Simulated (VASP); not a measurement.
KZnF3: band gap against strain

KZnF3 (cubic perovskite, Pm-3m, 13.364 Å³/atom and stress up to 0.01 GPa in the relaxed cell, cube axes along x, y and z) under an equal strain ε along all three axes. PBEsol in VASP (plane waves, PAW), 600 eV, 8×8×8 Γ-centred mesh, Gaussian smearing 0.05 eV; ions are relaxed, or left where forces stay under 0.02 eV/Å, within the symmetry of each cell. Gaps are the smallest on the run's k-mesh, which can miss an edge that lies off it, without spin-orbit coupling; in all rows the valence edge lies at about 1.3 Å⁻¹ from Γ and the conduction edge at Γ.

Here s stands for strain and Eg for gap.

| strain (%) | gap (eV) |
|---|---|
| -1.50 | 3.74 |
| -1.00 | 3.70 |
| -0.50 | 3.66 |
| 0.00 | 3.62 |
| 0.50 | 3.59 |
| 1.00 | 3.55 |
| 1.50 | 3.52 |
| 3.00 | ? |

Taking a straight line for Eg over the 7 complete rows: Means: s 0, Eg 3.626. About the means, the sum of products is -0.51500 and the sum of squares of s is 7.0000; the slope is their ratio. Least squares gives Eg = 3.626 - 0.0736·s. Residuals (row less fit): 0.004, 0.000, -0.003, -0.006, 0.001, -0.002, 0.004; standard error 0.004 (degrees of freedom: 5). Over these rows the gap moves by -7.4 ± 0.2 eV per unit strain, or -2.5 eV per unit of ln V.

Task: Predict the withheld Eg at s = 3.00 from the fit, and compare with the calculation.

Result: Eg = 3.626 - 0.0736 × 3.0 = 3.405 eV. The calculation gives 3.41 eV, which the fit meets to the printed digits. The row lies outside the fitted rows, so this is an extrapolation. The scatter of the fitted rows lies at the last printed digit.

The primitive cell can neither tilt nor turn polar against its symmetry, as such crystals can under strain. Other structures, which can take over under pressure, weren't tried. Rows are the converged runs of the series near zero and its far end, less any whose ions stayed unrelaxed beside relaxed ones; series whose fitted rows scatter by over a few per cent of the range, as at a crossing or softening among them, aren't shown in this form. Most that stay on the fit to the last digits aren't either.
